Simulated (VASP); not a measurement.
Output of a VASP run:

OSZICAR:
```
       N       E                     dE             d eps       ncg     rms          rms(c)
DAV:   1     0.155667775942E+03    0.15567E+03   -0.99627E+03  2888   0.196E+03
DAV:   2    -0.112476733357E+02   -0.16692E+03   -0.15942E+03  2988   0.458E+02
DAV:   3    -0.246070543070E+02   -0.13359E+02   -0.12876E+02  3508   0.126E+02
DAV:   4    -0.252960646736E+02   -0.68901E+00   -0.68735E+00  3976   0.273E+01
DAV:   5    -0.253137957837E+02   -0.17731E-01   -0.17729E-01  3660   0.390E+00    0.232E+01
DAV:   6    -0.206547937163E+02    0.46590E+01   -0.26364E+01  3480   0.757E+01    0.755E+00
DAV:   7    -0.205257627316E+02    0.12903E+00   -0.22789E+00  3140   0.215E+01    0.664E+00
DAV:   8    -0.205620919240E+02   -0.36329E-01   -0.64526E-01  3108   0.117E+01    0.441E+00
DAV:   9    -0.205207911544E+02    0.41301E-01   -0.11089E-01  3124   0.558E+00    0.120E+00
DAV:  10    -0.205175415247E+02    0.32496E-02   -0.32172E-02  3184   0.292E+00    0.224E-01
DAV:  11    -0.205172465915E+02    0.29493E-03   -0.18815E-03  3304   0.707E-01    0.742E-02
DAV:  12    -0.205172163311E+02    0.30260E-04   -0.21237E-04  3620   0.253E-01    0.140E-02
DAV:  13    -0.205172196744E+02   -0.33433E-05   -0.22143E-05  3472   0.730E-02    0.763E-03
DAV:  14    -0.205172194107E+02    0.26370E-06   -0.10890E-06  1936   0.174E-02
   1 F= -.15873173E+02 E0= -.15873218E+02  d E =-.158732E+02
```

**OUTCAR**
```
------------------------ aborting loop because EDIFF is reached ----------------------------------------
  FORCE on cell =-STRESS in cart. coord.  units (eV):
  Direction    XX          YY          ZZ          XY          YZ          ZX
  --------------------------------------------------------------------------------------
  Total        4.6398400      4.6398400      4.6398400      0.0000000      0.0000000      0.0000000
  in kB      449.5924268    449.5924268    449.5924268      0.0000000      0.0000000      0.0000000
  external PRESSURE =      -0.4075732 kB  Pullay stress =     450.0000000 kB
  volume of cell :       16.53
      direct lattice vectors                 reciprocal lattice vectors
     0.000000000  2.022032819  2.022032819    -0.247275907  0.247275907  0.247275907
     2.022032819  0.000000000  2.022032819     0.247275907 -0.247275907  0.247275907
     2.022032819  2.022032819  0.000000000     0.247275907  0.247275907 -0.247275907
 POSITION                                       TOTAL-FORCE (eV/Angst)
 -----------------------------------------------------------------------------------
      0.00000      0.00000      0.00000         0.000000     -0.000000     -0.000000
      2.02203      2.02203      2.02203        -0.000000      0.000000      0.000000
 -----------------------------------------------------------------------------------
    total drift:                                0.000000     -0.000000     -0.000000
  FREE ENERGIE OF THE ION-ELECTRON SYSTEM (eV)
  ---------------------------------------------------
  free  energy   TOTEN  =       -20.5172194107 eV

  energy  without entropy=      -20.5173548750  energy(sigma->0) =      -20.51726457
  enthalpy is  TOTEN    =       -15.8731732506 eV   P V=        4.6440461601

 reached required accuracy - stopping structural energy minimisation
```
(Selected blocks of OUTCAR.)

POSCAR:
```
TiN
1
    0.0000000000     2.0220328192     2.0220328192
    2.0220328192     0.0000000000     2.0220328192
    2.0220328192     2.0220328192     0.0000000000
Ti N
1 1
Direct
  0.0000000000   1.0000000000   0.0000000000
  0.5000000000   0.5000000000   0.5000000000
```

Question: Reconstruct the remaining input files.

Answer: This is not unique; one that fits is the input of the run itself, PBEsol GGA, plane waves, VASP's PBE PAW potentials (set 64).

INCAR:
```
! general
SYSTEM  = TiN
PREC    = Accurate
ENCUT   = 620
LREAL   = .FALSE.
LASPH   = .TRUE.   ! aspherical one-centre terms

! electronic loop
EDIFF   = 1E-6
NELM    = 100
ALGO    = Normal
LMAXMIX = 4

! smearing
ISMEAR  = 1   ! Methfessel-Paxton
SIGMA   = 0.1   ! width (eV)

! functional
GGA     = PS

! ions
IBRION  = 2   ! conjugate gradients
NSW     = 40   ! most ionic steps
ISIF    = 3
EDIFFG  = -0.02
PSTRESS = 450

! output
LWAVE   = .FALSE.
LCHARG  = .FALSE.
```

KPOINTS:
```
kpoints
0
Gamma
15 15 15
0 0 0
```

POTCAR, in this order: Ti_sv N (PBE.64 set). Program: vasp_std.

The compound is TiN in the rock salt structure. It was relaxed first under an external pressure of 45 GPa. The electron count is odd and the run is not spin-polarised, which forces a metal.
